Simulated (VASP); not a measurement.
```
ZrB2
1.0
    1.58309    -2.74200     0.00000
    1.58309     2.74200     0.00000
    0.00000     0.00000     3.52742
Zr B
1 2
Direct
  0.00000   0.00000   0.00000
  0.33333   0.66667   0.50000
  0.66667   0.33333   0.50000
```

Level of theory: TPSS meta-GGA, VASP's PBE PAW potentials (set 64) (plane waves; VASP 6.6.1). Numerical set-up: 520 eV cut-off, 12×12×10 Γ-centred mesh, tetrahedra with Blöchl corrections, potentials Zr_sv B.

Problem. Predict the energy per atom (σ→0), band gap (over mesh and band path) with the smallest direct gap where there is one.

Solution. 
```json
{
 "band gap (over mesh and band path)": "none (metal, semimetal or under 0.01 eV)",
 "energy per atom (σ→0)": "-12.055 eV/atom"
}
```

The compound is ZrB2 in the AlB2 type structure. It was relaxed first.
